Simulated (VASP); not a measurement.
OSZICAR of a VASP run on MgI2 (space group P-3m1):

**OSZICAR**
```
       N       E                     dE             d eps       ncg     rms          rms(c)
DAV:   1     0.620043401020E+02    0.62004E+02   -0.42824E+03   192   0.658E+02
DAV:   2    -0.340307051916E+01   -0.65407E+02   -0.59334E+02   284   0.125E+02
DAV:   3    -0.778364124668E+01   -0.43806E+01   -0.43633E+01   244   0.403E+01
DAV:   4    -0.786809634301E+01   -0.84455E-01   -0.84446E-01   248   0.699E+00
DAV:   5    -0.786920505857E+01   -0.11087E-02   -0.11086E-02   252   0.774E-01    0.380E+00
DAV:   6    -0.773113020671E+01    0.13807E+00   -0.16206E-01   212   0.220E+00    0.265E+00
DAV:   7    -0.770482699710E+01    0.26303E-01   -0.14971E-01   212   0.216E+00    0.785E-01
DAV:   8    -0.770318735463E+01    0.16396E-02   -0.99743E-03   212   0.615E-01    0.243E-01
DAV:   9    -0.770334097193E+01   -0.15362E-03   -0.10335E-03   224   0.229E-01    0.867E-02
DAV:  10    -0.770333091764E+01    0.10054E-04   -0.26038E-05   236   0.427E-02    0.444E-02
DAV:  11    -0.770333659512E+01   -0.56775E-05   -0.15198E-05   220   0.289E-02    0.200E-02
DAV:  12    -0.770333734810E+01   -0.75298E-06   -0.87516E-07   176   0.656E-03
   1 F= -.77033373E+01 E0= -.77033373E+01  d E =-.977437E-36
```

Q: Which electronic solver shows in the log?

A: It is blocked Davidson (ALGO = Normal, or the opening steps of other solvers). The INCAR had ALGO = Normal.

Q: Can the final energy be trusted as converged?

A: The run converged. It stopped with EDIFF = 1E-6, NELM = 100 (PBE GGA, plane waves, VASP's PBE PAW potentials (set 64)).

The structure comes from a computed database's MgI2 entry; how it stands against other phases isn't given here. The cell was not relaxed at this level. The k-mesh is coarse (spacing up to 0.44 per Å, 2π included), so the numbers may not be converged in it. The run is one of a series of settings (AEXX removed, HFSCREEN removed, ISYM removed, LHFCALC removed, PRECFOCK removed against the base run), some of them coarse on purpose.
